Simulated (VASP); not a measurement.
Given:

```xyz
2
Lattice="0.0000 2.3194 2.3194 2.3194 0.0000 2.3194 2.3194 2.3194 0.0000" Properties=species:S:1:pos:R:3 pbc="T T T"
Na     0.0000     0.0000     0.0000
F      2.3194     2.3194     2.3194
```

Level of theory: rev-vdW-DF2, VASP's PBE PAW potentials (set 64) (plane waves; VASP 6.6.1). Numerical set-up: 520 eV cut-off, 11×11×11 Γ-centred mesh, tetrahedra with Blöchl corrections, potentials Na_pv F.

Tabulate the total density of states (states/eV per cell) against energy (eV; zero at the valence-band maximum or, without a gap, the Fermi level).

```
E (eV) | DOS (states/eV)
    -9.92 |  0.00
    -9.44 |  0.00
    -8.96 |  0.00
    -8.36 |  0.00
    -7.88 |  0.00
    -7.40 |  0.00
    -6.92 |  0.00
    -6.44 |  0.00
    -5.84 |  0.00
    -5.36 |  0.00
    -4.88 |  0.00
    -4.40 |  0.00
    -3.92 |  0.00
    -3.32 |  0.00
    -2.84 |  0.00
    -2.36 |  0.00
    -1.88 |  0.00
    -1.40 | #### 1.39
    -0.80 | ###### 2.07
    -0.32 | ############################## 10.5
     0.16 |  0.00
     0.64 |  0.00
     1.24 |  0.00
     1.72 |  0.00
     2.20 |  0.00
     2.68 |  0.00
     3.16 |  0.00
     3.76 |  0.00
     4.24 |  0.00
     4.72 |  0.00
     5.20 |  0.00
     5.68 |  0.00
     6.28 |  0.00
     6.76 |  0.05
     7.24 |  0.09
     7.72 |  0.13
     8.20 |  0.16
     8.80 | # 0.22
     9.28 | # 0.26
     9.76 | # 0.32
```
Within 2 eV below the valence-band maximum the largest weight inside VASP's projection spheres is F p.

The compound is NaF in the rock salt structure. It was relaxed first.
